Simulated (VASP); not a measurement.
# BSe: G0W0 gap of a sheet against vacuum, part 2 of 5

How does the G0W0 gap of a single sheet of BSe depend on the vacuum between its repeats?

VASP 6.6.1, plane waves and PAW; the level of theory is named at each step.

So far. Step 2 (Relaxation): At PBE, with these data sets, the largest force is down to 8.7e-4 eV/Å. The lattice constant was typed and isn't relaxed: the sheet is compressed, by 7.7 N/m.

## (3) Ground state

This step: PBE; plane waves and PAW (B_GW, Se_GW) (VASP 6.6.1).

The orbitals come from a self-consistent PBE run with a tight EDIFF and a narrow smearing. KPOINTS_OPT adds the bands along a path, which shows whether the mesh holds the band edges.

Contents of INCAR:

```
SYSTEM = BSe
PREC = Accurate
ENCUT = 340
EDIFF = 1E-08
NELM = 100
ISMEAR = 0
SIGMA = 0.01
LREAL = .FALSE.
ALGO = Normal
GGA = PE
NBANDS = 15
LORBIT = 11
LWAVE = .TRUE.
LCHARG = .FALSE.
KPAR = 8
```

Contents of POSCAR:

```
BSe
1.0
    3.1506780000      0.0000000000      0.0000000000
   -1.5753390000      2.7285671871      0.0000000000
    0.0000000000      0.0000000000     11.0000000000
B Se
2 2
Direct
    0.3333333333      0.6666666667      0.5776832843
    0.3333333333      0.6666666667      0.4223167157
    0.6666666667      0.3333333333      0.6654089546
    0.6666666667      0.3333333333      0.3345910454
```

Contents of KPOINTS:

```
Automatic mesh
0
Gamma
9 9 1
0 0 0
```

Contents of KPOINTS_OPT:

```
Line mode
12
Line-mode
Reciprocal
  0.00000000   0.00000000   0.00000000 GAMMA
  0.50000000   0.00000000   0.00000000 M

  0.50000000   0.00000000   0.00000000 M
  0.33333333   0.33333333   0.00000000 K

  0.33333333   0.33333333   0.00000000 K
  0.00000000   0.00000000   0.00000000 GAMMA

  0.00000000   0.00000000   0.00000000 GAMMA
  0.00000000   0.00000000   0.50000000 A

  0.00000000   0.00000000   0.50000000 A
  0.50000000   0.00000000   0.50000000 L

  0.50000000   0.00000000   0.50000000 L
  0.33333333   0.33333333   0.50000000 H

  0.33333333   0.33333333   0.50000000 H
  0.00000000   0.00000000   0.50000000 A

  0.50000000   0.00000000   0.50000000 L
  0.50000000   0.00000000   0.00000000 M

  0.33333333   0.33333333   0.00000000 K
  0.33333333   0.33333333   0.50000000 H
```

The projector-augmented-wave data sets are B_GW and Se_GW (PBE family, release 64).

Started as:

```console
$ mpirun -np 8 vasp_std
```

Output:

```text
[banner, memory and clock lines left out]
running    8 mpi-ranks, on    1 nodes
 distrk:  each k-point on    1 cores,    8 groups
 distr:  one band on    1 cores,    1 groups

 POSCAR found type information on POSCAR B Se
 POSCAR found :  2 types and       4 ions
 [... a notice as in an earlier step ...]

 LDA part: xc-table for (Slater+PW92), standard interpolation
 POSCAR, INCAR and KPOINTS ok, starting setup
 FFT: planning ... GRIDC
 FFT: planning ... GRID_SOFT
 FFT: planning ... GRID
 WAVECAR not read
 entering main loop
       N       E                     dE             d eps       ncg     rms          rms(c)
DAV:   1     0.741376602407E+02    0.74138E+02   -0.58087E+03   360   0.707E+02
DAV:   2    -0.162311996437E+02   -0.90369E+02   -0.85995E+02   518   0.174E+02
DAV:   3    -0.223055512015E+02   -0.60744E+01   -0.60389E+01   479   0.537E+01
DAV:   4    -0.225093001056E+02   -0.20375E+00   -0.20358E+00   581   0.929E+00
DAV:   5    -0.225102614212E+02   -0.96132E-03   -0.96108E-03   479   0.621E-01    0.584E+00
DAV:   6    -0.209366327433E+02    0.15736E+01   -0.30793E+00   452   0.143E+01    0.244E+00
DAV:   7    -0.208847493027E+02    0.51883E-01   -0.76111E-01   522   0.521E+00    0.127E+00
DAV:   8    -0.208504521390E+02    0.34297E-01   -0.69333E-02   493   0.165E+00    0.290E-01
DAV:   9    -0.208482839592E+02    0.21682E-02   -0.12449E-02   514   0.789E-01    0.111E-01
DAV:  10    -0.208486475074E+02   -0.36355E-03   -0.25073E-03   437   0.311E-01    0.427E-02
DAV:  11    -0.208487966044E+02   -0.14910E-03   -0.29790E-04   459   0.128E-01    0.273E-02
DAV:  12    -0.208490285068E+02   -0.23190E-03   -0.57562E-04   409   0.104E-01    0.101E-02
DAV:  13    -0.208490340532E+02   -0.55463E-05   -0.12283E-05   500   0.247E-02    0.555E-03
DAV:  14    -0.208490366225E+02   -0.25693E-05   -0.42521E-06   430   0.146E-02    0.113E-03
DAV:  15    -0.208490368330E+02   -0.21054E-06   -0.27496E-07   514   0.372E-03    0.549E-04
DAV:  16    -0.208490368130E+02    0.20069E-07   -0.48407E-08   493   0.177E-03    0.907E-05
DAV:  17    -0.208490368259E+02   -0.12929E-07   -0.44995E-09   397   0.472E-04    0.418E-05
DAV:  18    -0.208490368195E+02    0.63574E-08   -0.46429E-10   397   0.184E-04
   1 F= -.20849037E+02 E0= -.20849037E+02  d E =-.241385E-12
 Start KPOINTS_OPT (optional k-point list driver)
k-point batch [1-12\108]
       N       E                     dE             ncg
DAV:   1     0.764125282001E+02   -0.30256E+04      360
DAV:   2    -0.979472148396E+03   -0.10559E+04      563
DAV:   3    -0.105349336326E+04   -0.74021E+02      480
DAV:   4    -0.105577863816E+04   -0.22853E+01      567
DAV:   5    -0.105579970205E+04   -0.21064E-01      459
DAV:   6    -0.105580050943E+04   -0.80737E-03      567
DAV:   7    -0.105580051512E+04   -0.56914E-05      466
DAV:   8    -0.105580051534E+04   -0.22119E-06      533
DAV:   9    -0.105580051534E+04   -0.32937E-08      370
[...]
k-point batch [97-108\108]
       N       E                     dE             ncg
DAV:   1    -0.116903294293E+03   -0.73897E+04      360
DAV:   2    -0.120085877934E+04   -0.10840E+04      534
DAV:   3    -0.126494470674E+04   -0.64086E+02      507
DAV:   4    -0.126628753090E+04   -0.13428E+01      533
DAV:   5    -0.126632096292E+04   -0.33432E-01      521
DAV:   6    -0.126632225546E+04   -0.12925E-02      502
DAV:   7    -0.126632230897E+04   -0.53504E-04      514
DAV:   8    -0.126632231125E+04   -0.22860E-05      470
DAV:   9    -0.126632231135E+04   -0.98854E-07      488
DAV:  10    -0.126632231136E+04   -0.51753E-08      405
 writing wavefunctions
```

It took 16 s on 8 MPI ranks of AMD EPYC 7R43, shared host; peak memory 1.2 GiB; 2 min of CPU time.

OUTCAR, selected parts (step 3):

```text
The static configuration has the point symmetry D_3h.

 Found     12 irreducible k-points:

   k-points           NKPTS =     12   k-points in BZ     NKDIM =     12   number of bands    NBANDS=     15

   dimension x,y,z NGX =    20 NGY =   20 NGZ =   70
   dimension x,y,z NGXF=    40 NGYF=   40 NGZF=  140

   ENCUT  =  340.0 eV  24.99 Ry    5.00 a.u.   4.74  4.74 16.54*2*pi/ulx,y,z

   NELECT =      18.0000    total number of electrons

 E-fermi :   1.1386

 k-point     1 :       0.0000    0.0000    0.0000
  band No.  band energies     occupation
    ...
      5       0.1996      2.00000
      6       0.1996      2.00000
      7       0.3017      2.00000
      8       1.0937      2.00000
      9       1.0937      2.00000
     10       4.9496      0.00000
     11       4.9496      0.00000
     12       5.4758      0.00000
     13       5.7505      0.00000
     14       6.0634      0.00000
    ...

 k-point     2 :       0.1111    0.0000    0.0000
  band No.  band energies     occupation
    ...
      5      -1.1713      2.00000
      6      -0.3390      2.00000
      7      -0.2449      2.00000
      8       0.3579      2.00000
      9       0.6693      2.00000
     10       4.4217      0.00000
     11       5.4552      0.00000
     12       5.8318      0.00000
     13       6.1503      0.00000
     14       6.8399      0.00000
    ...

  Total        3.8888998      3.8888998     -0.2492718      0.0000000      0.0000000     -0.0000000
  in kB       65.8879477     65.8879477     -4.2233046      0.0000000      0.0000000     -0.0000000
  external PRESSURE =      42.5175303 kB  Pullay stress =       0.0000000 kB

  energy-cutoff  :      340.00
  volume of cell :       94.57
      direct lattice vectors                 reciprocal lattice vectors
     3.150678000  0.000000000  0.000000000     0.317392003  0.183246358  0.000000000
    -1.575339000  2.728567187  0.000000000     0.000000000  0.366492716  0.000000000
     0.000000000  0.000000000 11.000000000     0.000000000  0.000000000  0.090909091

 POSITION                                       TOTAL-FORCE (eV/Angst)
 -----------------------------------------------------------------------------------
     -0.00000      1.81904      6.35452         0.000000     -0.000000     -0.020856
     -0.00000      1.81904      4.64548         0.000000     -0.000000      0.020856
      1.57534      0.90952      7.31950        -0.000000     -0.000000      0.012045
      1.57534      0.90952      3.68050        -0.000000      0.000000     -0.012045
 -----------------------------------------------------------------------------------
    total drift:                                0.000000     -0.000000      0.000000

  FREE ENERGIE OF THE ION-ELECTRON SYSTEM (eV)
  ---------------------------------------------------
  free  energy   TOTEN  =       -20.8490368195 eV

  energy  without entropy=      -20.8490368195  energy(sigma->0) =      -20.84903682

 total charge
# of ion       s       p       d       tot
------------------------------------------
    1        0.661   1.107   0.000   1.768
    2        0.661   1.107   0.000   1.768
    3        1.448   2.370   0.082   3.900
    4        1.448   2.370   0.082   3.900
--------------------------------------------------
tot          4.217   6.955   0.164  11.336

[... 2 parts as in an earlier step ...]

[... 7 further parts left out ...]
```

This step gave:

- Fermi energy: 1.139 eV
- least gap on mesh and path: 2.155 eV
- least direct gap on mesh and path: 3.550 eV

The highest empty bands on the path are converged less tightly, to about 0.1 eV. Electronic bands along the path, in eV, zero at the valence-band top; v1 is the highest filled band, c1 the lowest empty one:

```
          point     v4     v3     v2     v1    c1    c2    c3    c4
              Γ  -0.89  -0.79   0.00   0.00  3.86  3.86  4.38  4.66
0.45 of the way  -3.17  -2.21  -1.28  -0.90  2.65  4.17  5.14  5.19
              M  -3.31  -2.78  -2.38  -1.95  2.61  3.01  4.25  4.94
0.45 of the way  -4.15  -3.97  -2.80  -1.77  3.20  4.18  4.61  5.96
              K  -5.66  -3.46  -3.33  -1.55  2.16  5.32  5.52  6.68
0.45 of the way  -4.04  -3.04  -2.69  -1.24  3.64  4.42  5.47  6.32
              Γ  -0.89  -0.79   0.00   0.00  3.86  3.86  4.38  4.66
0.45 of the way  -0.89  -0.78   0.00   0.00  3.86  3.86  4.28  4.57
              A  -0.89  -0.76   0.00   0.00  3.86  3.86  4.13  4.54
0.45 of the way  -3.18  -2.21  -1.28  -0.89  2.69  4.14  5.19  5.24
              L  -3.31  -2.78  -2.38  -1.96  2.61  3.00  4.28  4.91
0.45 of the way  -4.15  -3.97  -2.80  -1.78  3.21  4.15  4.62  6.02
              H  -5.66  -3.46  -3.33  -1.55  2.16  5.30  5.49  6.72
0.55 of the way  -3.29  -3.00  -2.29  -0.96  3.57  4.56  5.18  5.91
              A  -0.89  -0.76   0.00   0.00  3.86  3.86  4.13  4.54
      jump to L  -3.31  -2.78  -2.38  -1.96  2.61  3.00  4.28  4.91
0.55 of the way  -3.31  -2.78  -2.38  -1.95  2.61  3.01  4.26  4.93
              M  -3.31  -2.78  -2.38  -1.95  2.61  3.01  4.25  4.94
      jump to K  -5.66  -3.46  -3.33  -1.55  2.16  5.32  5.52  6.68
0.55 of the way  -5.66  -3.46  -3.33  -1.55  2.16  5.31  5.50  6.70
              H  -5.66  -3.46  -3.33  -1.55  2.16  5.30  5.49  6.72
```

The cell has a gap of 2.16 eV on mesh and path; the in-plane stress times the cell height is +7.2 N/m (compression positive), so the typed lattice constant isn't this level's equilibrium. Spin-orbit coupling is left out, which can shift or reorder these edges.

## (4) Empty bands, box 11 Å

ALGO = Exact makes the empty bands from the converged ground state in one step. LOPTICS writes the k-derivatives of the orbitals (WAVEDER), which give the long-wavelength limit of the screening.

Contents of INCAR:

```
SYSTEM = BSe
PREC = Accurate
ENCUT = 340
ISMEAR = 0
SIGMA = 0.01
LREAL = .FALSE.
GGA = PE
NBANDS = 184
ALGO = Exact
NELM = 1
LWAVE = .TRUE.
LCHARG = .FALSE.
LOPTICS = .TRUE.
NEDOS = 1000
CSHIFT = 0.1
```

POSCAR is that of step 3.

KPOINTS is that of step 3.

Started as:

```console
$ mpirun -np 8 vasp_std
```

Output:

```text
[banner, memory and clock lines left out]
running    8 mpi-ranks, on    1 nodes
 distrk:  each k-point on    8 cores,    1 groups
 distr:  one band on    1 cores,    8 groups

 POSCAR found type information on POSCAR B Se
 POSCAR found :  2 types and       4 ions
 [... a notice as in an earlier step ...]

 LDA part: xc-table for (Slater+PW92), standard interpolation
 found WAVECAR, reading the header
  number of bands has changed, file:    15 present:   184
  trying to continue reading WAVECAR, but it might fail
 POSCAR, INCAR and KPOINTS ok, starting setup
 FFT: planning ... GRIDC
 FFT: planning ... GRID_SOFT
 FFT: planning ... GRID
 reading WAVECAR
 random initialization beyond band           15
 the WAVECAR file was read successfully
 initial charge from wavefunction
 entering main loop
       N       E                     dE             d eps       ncg     rms          rms(c)
DIA:   1    -0.208490368191E+02   -0.20849E+02    0.00000E+00     0   0.000E+00
   1 F= -.20849037E+02 E0= -.20849037E+02  d E =-.795236E-18
 writing wavefunctions
 optical routines
 imaginary and real dielectric function
 recalculating local potential from charge density
 direction            1
 direction            2
 direction            3
```

It took 17 s on 8 MPI ranks; peak memory 1.4 GiB; 2.1 min of CPU time.

Parts of OUTCAR (step 4):

```text
The static configuration has the point symmetry D_3h.

 Found     12 irreducible k-points:

   k-points           NKPTS =     12   k-points in BZ     NKDIM =     12   number of bands    NBANDS=    184

   NELECT =      18.0000    total number of electrons

 E-fermi :   1.1509

 k-point     4 :       0.3333    0.0000    0.0000
  band No.  band energies     occupation
    ...
      5      -4.5803      2.00000
      6      -1.7876      2.00000
      7      -1.5256      2.00000
      8      -0.8509      2.00000
      9      -0.4764      2.00000
     10       3.5712      0.00000
     11       4.5770      0.00000
     12       5.9105      0.00000
     13       6.6006      0.00000
     14       7.4073      0.00000
    ...

 k-point     6 :       0.1111    0.1111    0.0000
  band No.  band energies     occupation
    ...
      5      -2.6704      2.00000
      6      -1.8107      2.00000
      7      -1.2221      2.00000
      8      -0.2533      2.00000
      9       0.3202      2.00000
     10       4.4545      0.00000
     11       5.5448      0.00000
     12       6.3487      0.00000
     13       6.5722      0.00000
     14       7.0343      0.00000
    ...

  Total        3.8889156      3.8889156     -0.2492268      0.0000000      0.0000000      0.0000000
  in kB       65.8882157     65.8882157     -4.2225421      0.0000000      0.0000000      0.0000000
  external PRESSURE =      42.5179631 kB  Pullay stress =       0.0000000 kB

 POSITION                                       TOTAL-FORCE (eV/Angst)
 -----------------------------------------------------------------------------------
     -0.00000      1.81904      6.35452        -0.000000      0.000000     -0.020855
     -0.00000      1.81904      4.64548         0.000000      0.000000      0.020855
      1.57534      0.90952      7.31950        -0.000000     -0.000000      0.012052
      1.57534      0.90952      3.68050         0.000000     -0.000000     -0.012052
 -----------------------------------------------------------------------------------
    total drift:                                0.000000     -0.000000      0.000000

  FREE ENERGIE OF THE ION-ELECTRON SYSTEM (eV)
  ---------------------------------------------------
  free  energy   TOTEN  =       -20.8490368191 eV

  energy  without entropy=      -20.8490368191  energy(sigma->0) =      -20.84903682

 plasma frequency squared (from intraband transitions) (eV^2)
  --------------------------------------------------------------------------------------
       0.000       0.000       0.000
       0.000       0.000       0.000
       0.000       0.000       0.000

[... 12 parts as in an earlier step ...]
```

The gap is read on the k-mesh alone, so it is an upper bound where the band edges lie off the mesh.

This step gave:

```yaml
gap_on_the_k_mesh: 2.155 eV
least_direct_gap_on_the_k_mesh: 3.553 eV
```

WAVECAR now holds 184 bands for 18 electrons.

[end of part 2 of 5]

[Lines on the potential files, build, host, timing and source positions are cut from VASP's logs without a mark.]

[Logs are printed without paths, hosts, clocks, repeated set-up lines and the standing remarks that a program may print on its own settings, such as how far it seeks lower states.]

[Hosts, paths, dates, database ids (printed as entryN), source tags and the programs' standing remarks are cut or masked in the printed files.]

[Pressures printed for these runs are not shown converged in the cutoff: they can be off by several GPa and have the wrong sign.]
